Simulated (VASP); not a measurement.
# Be2Sn (Fm-3m) in VASP: further runs

One crystal, Be2Sn, is run at these levels: PBE; tasks: single point, relaxation of cell and atoms.

All numbers are computed with VASP 6.6.1; they aren't measurements. Logs are shortened: lines on timing, memory, paths and dates and some standing lists are left out, and cuts for length are marked.

### 1 The cell of the first run

The structure is cubic, space group Fm-3m (No. 225). The conventional cell has a = 5.811 Å, b = 5.811 Å, c = 5.811 Å, α = 90.00°, β = 90.00°, γ = 90.00°. Around Be (site symmetry -43m) lie 4 Sn at 2.52 Å. Sn (site symmetry m-3m) is surrounded by 8 Be at 2.52 Å.

The cell was built by a generator and needn't be a form met in nature.

### 2 Single point, PBE (species swapped into the Mg2Si type (Fm-3m, No. 225))

File INCAR:

```
SYSTEM = Be2Sn
  ALGO = Fast
  EDIFF = 1E-7
  ENCUT = 520
  GGA = PE
  ISIF = 2
  ISMEAR = 0
  LASPH = .True.
  LCHARG = .False.
  LREAL = .False.
  LWAVE = .False.
  NBANDS = 16
  NELM = 80
  PREC = Accurate
  SIGMA = 0.1
```

File KPOINTS:

```
k-points
0
Gamma
  14 14 14
  0 0 0
```

File POSCAR:

```
Be2Sn
1.0
    0.0000000000      2.9056011286      2.9056011286
    2.9056011286      0.0000000000      2.9056011286
    2.9056011286      2.9056011286      0.0000000000
Be Sn
2 1
Direct
    0.2500000000      0.2500000000      0.2500000000
    0.7500000000      0.7500000000      0.7500000000
    0.0000000000      0.0000000000      0.0000000000
```

Potentials or basis: VASP PAW PBE potentials, release 64 (Be, Sn_d).

On the command line:

```
cat potpaw_PBE.64/Be/POTCAR potpaw_PBE.64/Sn_d/POTCAR > POTCAR
mpirun -np 1 vasp_std > vasp.out
```

OUTCAR:

```text
SYSTEM = Be2Sn
   EDIFF = 1E-7
   ENCUT = 520
   GGA = PE
   ISIF = 2
   ISMEAR = 0
   LASPH = .True.
   LREAL = .False.
   NELM = 80
   PREC = Accurate

 ion  position               nearest neighbor table
   1  0.250  0.250  0.250-   3 2.52   3 2.52   3 2.52   3 2.52
   2  0.750  0.750  0.750-   3 2.52   3 2.52   3 2.52   3 2.52
   3  0.000  0.000  0.000-   2 2.52   2 2.52   2 2.52   1 2.52   2 2.52   1 2.52   1 2.52   1 2.52

  LATTYP: Found a face centered cubic cell.
 ALAT       =     5.8112022572

  Lattice vectors:

 A1 = (   0.0000000000,   2.9056011286,   2.9056011286)
 A2 = (   2.9056011286,   0.0000000000,   2.9056011286)
 A3 = (   2.9056011286,   2.9056011286,   0.0000000000)

Analysis of symmetry for initial positions (statically):
=====================================================================
 Subroutine PRICEL returns:
 Original cell was already a primitive cell.

 Routine SETGRP: Setting up the symmetry group for a
 face centered cubic supercell.

 Subroutine GETGRP returns: Found 48 space group operations
 (whereof 48 operations were pure point group operations)
 out of a pool of 48 trial point group operations.

The static configuration has the point symmetry O_h .

Analysis of symmetry for dynamics (positions and initial velocities):
=====================================================================
 Subroutine PRICEL returns:
 Original cell was already a primitive cell.

 Routine SETGRP: Setting up the symmetry group for a
 face centered cubic supercell.

 Subroutine GETGRP returns: Found 48 space group operations
 (whereof 48 operations were pure point group operations)
 out of a pool of 48 trial point group operations.

The dynamic configuration has the point symmetry O_h .

 Subroutine INISYM returns: Found 48 space group operations
 (whereof 48 operations are pure point group operations),
 and found     1 'primitive' translations

----------------------------------------------------------------------------------------

                                     Primitive cell

  volume of cell :      49.0612

  direct lattice vectors                    reciprocal lattice vectors
     0.000000000  2.905601129  2.905601129    -0.172081431  0.172081431  0.172081431
     2.905601129  0.000000000  2.905601129     0.172081431 -0.172081431  0.172081431
     2.905601129  2.905601129  0.000000000     0.172081431  0.172081431 -0.172081431

  length of vectors
[... 80 lines left out ...]
   LSORBIT =      F    spin-orbit coupling
   LASPH  =      T    aspherical Exc in radial PAW
   ENCUT  =  520.0 eV  38.22 Ry    6.18 a.u.   7.64  7.64  7.64*2*pi/ulx,y,z
   NELM   =     80;   NELMIN=  2; NELMDL= -5     # of ELM steps
   EDIFF  = 0.1E-06   stopping-criterion for ELM
   LREAL  =      F    real-space projection
   EDIFFG = 0.1E-05   stopping-criterion for IOM
   NSW    =      0    number of steps for IOM
   IBRION =     -1    ionic relax: 0-MD 1-quasi-New 2-CG
   NFREE  =      0    steps in history (QN), initial steepest desc. (CG)
   ISIF   =      2    stress and relaxation
   ISYM   =      2    0-nonsym 1-usesym 2-fastsym
   POTIM  = 0.5000    time-step for ionic-motion
   TEBEG  =    0.0;   TEEND  =   0.0 temperature during run
   PSTRESS=    0.0 pullay stress
   NELECT =      18.0000    total number of electrons
   NUPDOWN=      -1.0000    fix difference up-down
   EMIN   =  10.00;   EMAX   =-10.00  energy-range for DOS
   EFERMI =   0.00;   METHOD = LEGACY
   ISMEAR =     0;   SIGMA  =   0.10  broadening in eV -4-tet -1-fermi 0-gaus
   EFERMI_NEDOS =   21; number of points for ismear=-14 and -15
   IALGO  =     68    algorithm
   IMIX   =      4    mixing-type and parameters
     AMIX     =   0.40;   BMIX     =  1.00
     AMIX_MAG =   1.60;   BMIX_MAG =  1.00
  volume/ion in A,a.u.               =      16.35       110.36
  Fermi-wavevector in a.u.,A,eV,Ry     =   1.171979  2.214718 18.688062  1.373534
  Thomas-Fermi vector in A             =   2.308414
   LORBIT       =      0    0 simple, 1 ext, 2 COOP (PROOUT), +10 PAW based schemes
   GGA     = PE    functional components
   LHFCALC =     F    Hartree Fock is set to
   AEXX    =    0.0000 exact exchange contribution
   IVDW    =     0    specifies the selected vdW correction
   LEPSILON=     F    determine dielectric tensor
   LRPA    =     F    only Hartree local field effects (RPA)
 non-spin polarized calculation
 RMM-DIIS sequential band-by-band and
 Gauss-broadening in eV      SIGMA  =   0.10
  energy-cutoff  :      520.00
  volume of cell :       49.06
 maximum number of plane-waves:      1363
   NGX = 15   NGY = 15   NGZ = 15

 number of electron      17.9999993 magnetization

 Free energy of the ion-electron system (eV)
  ---------------------------------------------------
  ext. energy  EPLUGINS =         0.00000000
  ---------------------------------------------------
  free energy    TOTEN  =        -9.72206235 eV

  energy without entropy =       -9.71927836  energy(sigma->0) =       -9.72067036

 E-fermi :   6.7883     XC(G=0):  -9.8403

 val. band max:        6.7499949959   @ k =  -0.4286   0.5000   0.0714
 cond. band min:       6.7891987224   @ k =  -0.4286   0.4286   0.0000
 fundamental gap:      0.0392037265
 Fermi energy:         6.7882604685

 k-point     1 :       0.0000    0.0000    0.0000
  band No.  band energies     occupation
      1     -14.7618      2.00000
      2     -14.7618      2.00000
      3     -14.7618      2.00000
      4     -14.6745      2.00000
      5     -14.6745      2.00000
      6      -4.3674      2.00000
[... 433 lines left out ...]
      3     -14.7453      2.00000
      4     -14.6789      2.00000
      5     -14.6692      2.00000
      6      -3.5190      2.00000
[... 8 lines left out ...]
     15      13.8970      0.00000
     16      13.9209      0.00000

 [... further k-points ...]
[... 5 lines left out ...]
  --------------------------------------------------------------------------------------
  -------------------------------------------------------------------------------------
  Total        0.0055492      0.0055492      0.0055492     -0.0000000      0.0000000      0.0000000
  in kB        0.1812187      0.1812187      0.1812187     -0.0000000      0.0000000      0.0000000
  external PRESSURE =       0.1812187 kB  Pullay stress =       0.0000000 kB

 VOLUME and BASIS-vectors are now :
 -----------------------------------------------------------------------------
  energy-cutoff  :      520.00
  volume of cell :       49.06
      direct lattice vectors                 reciprocal lattice vectors
     0.000000000  2.905601129  2.905601129    -0.172081431  0.172081431  0.172081431
     2.905601129  0.000000000  2.905601129     0.172081431 -0.172081431  0.172081431
     2.905601129  2.905601129  0.000000000     0.172081431  0.172081431 -0.172081431

 POSITION                                       TOTAL-FORCE (eV/Angst)
 -----------------------------------------------------------------------------------
      1.45280      1.45280      1.45280         0.000000     -0.000000      0.000000
      4.35840      4.35840      4.35840         0.000000      0.000000     -0.000000
      0.00000      0.00000      0.00000        -0.000000     -0.000000     -0.000000
 -----------------------------------------------------------------------------------
    total drift:                                0.000000     -0.000000      0.000000

  FREE ENERGIE OF THE ION-ELECTRON SYSTEM (eV)
  ---------------------------------------------------
  free  energy   TOTEN  =        -9.7220623520 eV

  energy  without entropy=       -9.7192783620  energy(sigma->0) =       -9.72067036
```

stdout:

```text
POSCAR found type information on POSCAR BeSn
 POSCAR found :  2 types and       3 ions
 scaLAPACK will be used
 LDA part: xc-table for (Slater+PW92), standard interpolation
 POSCAR, INCAR and KPOINTS ok, starting setup
 FFT: planning ... GRIDC
 FFT: planning ... GRID_SOFT
 FFT: planning ... GRID
 WAVECAR not read
 entering main loop
WARNING in EDDRMM: call to ZHEGV failed, returncode =   8  4     16
 num prob WARNING in EDDRMM: call to ZHEGV failed, returncode =   6  3     12
 num prob  num prob  num prob RMM:  15    -0.972206336954E+01   -0.13788E-06   -0.11141E-07  2616   0.354E-03    0.156E-02
 num prob  num prob RMM:  16    -0.972206350372E+01   -0.13418E-06   -0.65553E-08  2150   0.301E-03    0.169E-02
 num prob  num prob  num prob  num prob  num prob RMM:  17    -0.972206338183E+01    0.12189E-06   -0.37965E-08  2333   0.216E-03    0.157E-02
 num prob  num prob  num prob  num prob  num prob RMM:  18    -0.972206328032E+01    0.10151E-06   -0.37289E-08  2189   0.158E-03    0.146E-02
 num prob  num prob RMM:  19    -0.972206263687E+01    0.64346E-06   -0.27533E-07  2830   0.688E-03    0.633E-03
 num prob WARNING in EDDRMM: call to ZHEGV failed, returncode =   6  3     16
WARNING in EDDRMM: call to ZHEGV failed, returncode =   8  4     16
 num prob RMM:  21    -0.972206235201E+01    0.52618E-07   -0.63870E-08  2024   0.281E-03
```

Wall time 2.4 min (1 thread of Intel Xeon Platinum 8488C (Sapphire Rapids), shared host); peak memory 0.23 GiB.

Results:

```
Free energy            : -9.7221 eV
Pressure               : 0.0 GPa
Band gap on the k mesh : none (metal or under the smearing width)
```

Levels at points of the mesh, in eV from the Fermi level:
```csv
k point,band 5,band 6,band 7,band 8,band 9,band 10,band 11,band 12,band 13,band 14
"(0.00, 0.00, 0.00)",-21.46,-11.16,0.83,0.83,0.83,1.06,1.06,1.06,3.72,4.85
"(0.50, 0.00, 0.00)",-21.46,-9.07,-6.62,-1.18,-1.18,1.54,1.54,1.81,4.08,8.51
"(0.50, 0.50, 0.00)",-21.45,-8.19,-6.05,-3.43,-3.43,-0.44,0.72,6.73,6.73,7.77
```

### 3 Relaxation of cell and atoms, PBE (species swapped into the Mg2Si type (Fm-3m, No. 225))

File INCAR:

```
PREC = Accurate
ENCUT = 600
EDIFF = 1E-6
ISMEAR = 0
SIGMA = 0.1
LREAL = F
LASPH = T
NELM = 60
ALGO = Normal
ISIF = 3
LWAVE = F
LCHARG = F
GGA = PE
IBRION = 2
NSW = 100
EDIFFG = -0.01
```

File KPOINTS:

```
Automatic mesh
0
Gamma
  14 14 14
```

POSCAR is that of step 2.

Potentials or basis: VASP PAW PBE potentials, release 64 (Be, Sn_d).

On the command line:

```
cat potpaw_PBE.64/Be/POTCAR potpaw_PBE.64/Sn_d/POTCAR > POTCAR
mpirun -np 1 vasp_std > vasp.out
```

It took 83 s on 1 thread of Intel Xeon Platinum 8488C (Sapphire Rapids), shared host; peak memory 0.25 GiB.

Results (log left out):

```yaml
Free_energy: -9.7222 eV
Pressure_after_relaxing: 0.0 GPa
Band_gap_on_the_k_mesh: none (metal or under the smearing width)
```

Final structure:
```
Be Sn
1.0
     0.00000    2.90560    2.90560
     2.90560    0.00000    2.90560
     2.90560    2.90560    0.00000
Be Sn
2 1
Direct
  0.25000 0.25000 0.25000
  0.75000 0.75000 0.75000
  0.00000 0.00000 0.00000
```

Levels at points of the mesh, in eV from the Fermi level:
```
           k point  band 6  band 7  band 8  band 9  band 10  band 11  band 12  band 13
(0.00, 0.00, 0.00)  -11.16    0.83    0.83    0.83     1.06     1.06     1.06     3.72
(0.50, 0.00, 0.00)   -9.07   -6.62   -1.18   -1.18     1.54     1.54     1.81     4.08
(0.50, 0.50, 0.00)   -8.19   -6.05   -3.43   -3.43    -0.44     0.72     6.73     6.73
```

Caveat: the relaxation stopped at its first step, so nothing moved.

### 4 Single point, PBE (species swapped into the Mg2Si type (Fm-3m, No. 225))

File INCAR:

```
SYSTEM = Be2Sn
PREC = Accurate
ENCUT = 520
EDIFF = 1E-6
ISMEAR = 0
SIGMA = 0.1
LREAL = .FALSE.
LASPH = .TRUE.
NELM = 100
ALGO = Normal
ISIF = 2
LWAVE = .FALSE.
LCHARG = .FALSE.
GGA = PE
NBANDS = 16
```

File KPOINTS:

```
regular mesh
0
G
  6 6 6
  0 0 0
```

POSCAR is that of step 3.

On the command line:

```
cat potpaw_PBE.64/Be/POTCAR potpaw_PBE.64/Sn_d/POTCAR > POTCAR
mpirun -np 1 vasp_std > vasp.out
```

Run time: 17 s. Hardware: 1 thread of Intel Xeon Platinum 8488C (Sapphire Rapids), shared host; peak memory 0.17 GiB.

It converged, with:

- Free energy: -9.6948 eV
- Pressure: 0.0 GPa
- Band gap on the k mesh: none (metal or under the smearing width)

Levels at points of the mesh, in eV from the Fermi level:
```
           k point  band 7  band 8  band 9  band 10  band 11  band 12
(0.00, 0.00, 0.00)    0.97    0.97    0.97     1.21     1.21     1.21
(0.50, 0.00, 0.00)   -6.47   -1.04   -1.04     1.68     1.68     1.95
(0.50, 0.50, 0.00)   -5.91   -3.28   -3.28    -0.30     0.86     6.87
```

### 5 Relaxation of cell and atoms, PBE (species swapped into the Mg2Si type (Fm-3m, No. 225))

File INCAR:

```
SYSTEM = Be2Sn
PREC = Accurate ; ENCUT = 600
EDIFF = 1E-6 ; ISMEAR = 0
SIGMA = 0.1 ; LREAL = .FALSE.
LASPH = .TRUE. ; NELM = 80
ALGO = Normal ; ISIF = 3
LWAVE = .FALSE. ; LCHARG = .FALSE.
GGA = PE ; IBRION = 2
NSW = 90 ; EDIFFG = -0.04
```

File KPOINTS:

```
Automatic mesh
0
G
  6 6 6
  0 0 0
```

File POSCAR:

```
Be2Sn
1.0
    0.0000000000      3.0204587700      3.0204587700
    3.0204587700      0.0000000000      3.0204587700
    3.0204587700      3.0204587700      0.0000000000
Be Sn
2 1
Direct
    0.2500000000      0.2500000000      0.2500000000
    0.7500000000      0.7500000000      0.7500000000
    0.0000000000      0.0000000000      0.0000000000
```

On the command line:

```
cat potpaw_PBE.64/Be/POTCAR potpaw_PBE.64/Sn_d/POTCAR > POTCAR
mpirun -np 1 vasp_std > vasp.out
```

Run time: 43 s. Hardware: 1 thread of Intel Xeon Platinum 8488C (Sapphire Rapids), shared host; peak memory 0.21 GiB.

The run converged. Its results:

```yaml
Free_energy: -9.6950 eV
Relaxed_volume: 16.40 Å³/atom
Relaxed_cell: a = 4.113 Å, b = 4.113 Å, c = 4.113 Å, α = 60.00°, β = 60.00°, γ = 60.00°
Space_group_after_relaxing_to_0.05_Å: Fm-3m (No. 225)
Energy_gained_by_relaxing: 46.7 meV/atom
Ionic_steps: 2
Pressure_after_relaxing: -0.2 GPa
Band_gap_on_the_k_mesh: none (metal or under the smearing width)
```

The path:
```csv
step,energy change (eV),largest force (eV/Å),pressure (GPa),volume (Å³)
1,0.0000,0.0000,-6.72,55.11
2,-0.1402,0.0000,-0.18,49.19
```

Final structure:
```cif
data_structure
_symmetry_space_group_name_H-M 'P 1'
_symmetry_Int_Tables_number 1
_cell_length_a 4.1128
_cell_length_b 4.1128
_cell_length_c 4.1128
_cell_angle_alpha 60.000
_cell_angle_beta 60.000
_cell_angle_gamma 60.000
_cell_volume 49.19
loop_
_atom_site_label
_atom_site_type_symbol
_atom_site_fract_x
_atom_site_fract_y
_atom_site_fract_z
_atom_site_occupancy
Be1 Be 0.25000 0.25000 0.25000 1
Be2 Be 0.75000 0.75000 0.75000 1
Sn1 Sn 0.00000 0.00000 0.00000 1
```

Levels at points of the mesh, in eV from the Fermi level:
| k point | band 5 | band 6 | band 7 | band 8 | band 9 | band 10 | band 11 | band 12 | band 13 |
| --- | --- | --- | --- | --- | --- | --- | --- | --- | --- |
| (0.00, 0.00, 0.00) | -21.31 | -10.99 | 0.97 | 0.97 | 0.97 | 1.20 | 1.20 | 1.20 | 3.84 |
| (0.50, 0.00, 0.00) | -21.30 | -8.91 | -6.46 | -1.03 | -1.03 | 1.69 | 1.69 | 1.94 | 4.22 |
| (0.50, 0.50, 0.00) | -21.29 | -8.04 | -5.90 | -3.27 | -3.27 | -0.30 | 0.86 | 6.86 | 6.86 |

### 6 The runs side by side

```tsv
task	cell	k mesh	cutoff (eV)	gap on the mesh (eV)	pressure (GPa)
single point	species swapped into the Mg2Si type (Fm-3m, No. 225)	14 × 14 × 14	520	none	0.0
relaxation of cell and atoms	relaxed from: species swapped into the Mg2Si type (Fm-3m, No. 225)	14 × 14 × 14	600	none	0.0
single point	species swapped into the Mg2Si type (Fm-3m, No. 225)	6 × 6 × 6	520	none	0.0
relaxation of cell and atoms	relaxed from: species swapped into the Mg2Si type (Fm-3m, No. 225)	6 × 6 × 6	600	none	-0.2
```

Alike in all rows: level PBE; potentials or basis VASP PAW PBE potentials, release 64 (Be, Sn_d); no spin polarisation; smearing gaussian 0.1 eV.

Caveats: the relaxation stopped at its first step, so nothing moved (some runs).

Absolute energies hang on the potentials; compare differences alone.
